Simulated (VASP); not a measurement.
Consider the following.

```xyz
3
Lattice="0.0000 3.4601 3.4601 3.4601 0.0000 3.4601 3.4601 3.4601 0.0000" Properties=species:S:1:pos:R:3 pbc="T T T"
Sr     0.0000     0.0000     0.0000
Cl     1.7301     1.7301     1.7301
Cl     5.1902     5.1902     5.1902
```

All values below come from PBEsol GGA, VASP's PBE PAW potentials (set 64) (plane waves; VASP 6.6.1). Settings: 400 eV cut-off, 5×5×5 Γ-centred mesh, Gaussian smearing of 0.050 eV, potentials Sr_sv Cl.

Q: What does the run give for the energy per atom (σ→0)?

A: 
- energy per atom (σ→0) = -429.1 kJ/mol of atoms

The compound is SrCl2 in the fluorite structure. It was relaxed first. The start is the result of an earlier pass.
